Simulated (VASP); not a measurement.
Energy against volume of PbO2 (rutile). Computed with r2SCAN meta-GGA, VASP's PBE PAW potentials (set 64) (plane waves; VASP). Run with 520 eV cut-off, 5×5×7 Γ-centred mesh, Gaussian smearing of 0.050 eV, potentials Pb_d O.

Shape and ions are relaxed at each volume.

```csv
V (Å³/atom),E (eV/atom)
13.749,-23.70426
14.174,-23.71083
14.600,-23.70658
15.025,-23.69373
```

Question: Fit these four points and predict the energy of the run at 13.324 Å³/atom.

Answer: A cubic in V^(−2/3), the third-order Birch-Murnaghan form, passes through the four points with V0 = 14.20 Å³/atom and B0 = 133 GPa, and gives -23.6842 eV/atom there. The run gave -23.6845 eV/atom, -0.3 meV/atom from the fit; all five points give B0 = 133 GPa.

The compound is PbO2 in the rutile structure. It was relaxed first.
